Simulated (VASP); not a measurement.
Method: SCAN meta-GGA, VASP's PBE PAW potentials (set 64) (plane waves; VASP 6.6.1).

The input files of a VASP run:

INCAR:
```
ISIF=4   ! ions and shape, fixed volume
PREC=Accurate
MAGMOM=4.6 -4.6 -0.0 0.0 0.0 -0.0
ISMEAR=0   ! Gaussian
EDIFFG=-0.01   ! ionic stop
ALGO=Normal   ! blocked Davidson
LREAL=.FALSE.
SIGMA=0.05
ISPIN=2   ! spin-polarised
NELM=100
LCHARG=.FALSE.
SYSTEM=MnF2
LMAXMIX=4
LORBIT=10
METAGGA=SCAN
NSW=30   ! most ionic steps
EDIFF=1E-7
ENCUT=520   ! plane-wave cut-off (eV)
LMIXTAU=.TRUE.
LASPH=.TRUE.   ! aspherical one-centre terms
IBRION=2
LWAVE=.FALSE.
```

**POSCAR**
```
MnF2
1.0
  4.9470878089   0.0000000000   0.0000000000
  0.0000000000   4.9470878089   0.0000000000
  0.0000000000   0.0000000000   3.3573825344
Mn F
2 4
Direct
  0.0000000000   0.0000000000   1.0000000000
  0.5000000000   0.5000000000   0.5000000000
  0.3040987261   0.3040987261   1.0000000000
  0.8040987261   0.1959012739   0.5000000000
  0.1959012739   0.8040987261   0.5000000000
  0.6959012739   0.6959012739   0.0000000000
```

File KPOINTS:
```
kpoints
0
G
  5 5 7
0 0 0
```

POTCAR, in this order: Mn_pv F (PBE.64 set). Program: vasp_std.

**Question.** What will the output report for the number of irreducible k-points (NKPTS), largest plane-wave count, number of space-group operations, FFT grid (NGX, NGY, NGZ)?

**Answer.** 
```yaml
number of irreducible k-points (NKPTS): 24
largest_plane_wave_count: 2232
number_of_space_group_operations: 16
FFT grid (NGX, NGY, NGZ): 40 × 40 × 28
```

The compound is MnF2 in the rutile structure. This cell is one point of a volume scan, at 1.06 of the reference volume. Symmetry was kept, so distortions that lower it aren't found.
